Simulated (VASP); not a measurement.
Energy against volume of Si (diamond). Method: PBE GGA with D3 dispersion (Becke-Johnson damping), VASP's PBE PAW potentials (set 64) (plane waves; VASP). Run with 520 eV cut-off, 8×8×8 Γ-centred mesh, Gaussian smearing of 0.050 eV, potentials Si.

```csv
V (Å³/atom),E (eV/atom)
18.707,-5.71154
19.304,-5.72932
19.901,-5.73484
20.498,-5.73005
```

Task: Fit these four points and predict the energy of the run at 21.095 Å³/atom.

Result: A cubic in V^(−2/3), the third-order Birch-Murnaghan form, passes through the four points with V0 = 19.90 Å³/atom and B0 = 92 GPa, and gives -5.7166 eV/atom there. The run gave -5.7167 eV/atom, -0.1 meV/atom from the fit; all five points give B0 = 92 GPa.

The compound is Si in the diamond structure. It was relaxed first.
